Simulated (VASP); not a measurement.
Here is the system:

```
Ni
1.0
    0.00000     1.73813     1.73813
    1.73813     0.00000     1.73813
    1.73813     1.73813     0.00000
Ni
1
Direct
  0.00000   0.00000   0.00000
```
Starting moments (μB, in the order of the record's atoms Ni): 0.8.

All values below come from r2SCAN meta-GGA, VASP's PBE PAW potentials (set 64) (plane waves; VASP). Run with 480 eV cut-off, 16×16×16 Γ-centred mesh, first-order Methfessel-Paxton smearing of 0.10 eV, potentials Ni.

Energy and stress use the plane-wave basis of the starting cell.

Task: The ions, cell shape and volume at an external pressure of 20.0 GPa are relaxed. Which structure does the run end with?

Result: 
```
Ni
1.0
    0.00000     1.69643     1.69643
    1.69643     0.00000     1.69643
    1.69643     1.69643     0.00000
Ni
1
Direct
  0.00000   0.00000   0.00000
```
Space group Fm-3m (225), at a tolerance of 0.03 Å. The cell ends with 0.71 μB, on the sites 0.72 μB.

Task: How do energy and volume change from the first to the last step?

Result: The energy (σ→0) changes by +45.1 meV/atom and the volume by -7.0 %, in 4 ionic steps.

The compound is Ni in the fcc structure. This run relaxes it under an external pressure of 20 GPa. Symmetry was kept, so distortions that lower it aren't found.
